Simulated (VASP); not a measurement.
A VASP calculation is set up with these files.

**INCAR**
```
SYSTEM = TiS2
PREC = Accurate
ENCUT = 400
EDIFF = 1E-6
NELM = 100
ALGO = Normal
LREAL = .FALSE.
LASPH = .TRUE.
ISMEAR = 1
SIGMA = 0.1
GGA = PE
LMAXMIX = 4
LWAVE = .FALSE.
LCHARG = .FALSE.
ISIF = 2
LDAU = .TRUE.
LDAUTYPE = 2
LDAUL = 2 -1
LDAUU = 4.0 0
LDAUJ = 0 0
LDAUPRINT = 1
LORBIT = 10
```

### POSCAR
```
TiS2
1
    1.7391000000    -3.0122100000     0.0000000000
    1.7391000000     3.0122100000     0.0000000000
    0.0000000000     0.0000000000     5.8140000000
Ti S
1 2
Direct
  0.0000000000   0.0000000000   0.0000000000
  0.3333330000   0.6666670000   0.2500000000
  0.6666670000   0.3333330000   0.7500000000
```

File KPOINTS:
```
K-points
0
G
  9 9 5
```

POTCAR, in this order: Ti_sv S (PBE.64 set). Program: vasp_std.

Q: Translate this PBE+U calculation to Quantum ESPRESSO's pw.x.

A: One equivalent input (not run):
```
&CONTROL
  calculation = 'scf'
  pseudo_dir = './pseudo'
  outdir = './out'
  tprnfor = .true.
  tstress = .true.
/
&SYSTEM
  ibrav = 0
  nat = 3
  ntyp = 2
  ecutwfc = 84
  occupations = 'smearing'
  smearing = 'methfessel-paxton'
  degauss = 0.00735
  input_dft = 'pbe'
/
&ELECTRONS
  conv_thr = 7.3e-08
  electron_maxstep = 100
/
ATOMIC_SPECIES
  Ti 47.867 Ti.upf
  S 32.060 S.upf
CELL_PARAMETERS angstrom
     1.7391000   -3.0122100    0.0000000
     1.7391000    3.0122100    0.0000000
     0.0000000    0.0000000    5.8140000
ATOMIC_POSITIONS crystal
  Ti   0.0000000  0.0000000  0.0000000
  S    0.3333330  0.6666670  0.2500000
  S    0.6666670  0.3333330  0.7500000
K_POINTS automatic
  9 9 5 0 0 0
HUBBARD {ortho-atomic}
U Ti-3d 4
```
Limits of the translation: the potentials are each code's own (VASP's PAW set, PseudoDojo norm-conserving files in pw.x), so ENCUT and ecutwfc are chosen apart and not converted; conv_thr bounds pw.x's estimated SCF error, while EDIFF bounds the energy change between steps; the +U projectors differ (PAW spheres against orthogonalised atomic orbitals), so the same U acts differently.

The compound is TiS2 in the 1T layered structure. The cell was not relaxed at this level. The run is one of a series of settings (LDAU = .TRUE., LDAUJ = 0 0, LDAUL = 2 -1, LDAUTYPE = 2, LDAUU = 4.0 0 against the base run), some of them coarse on purpose.
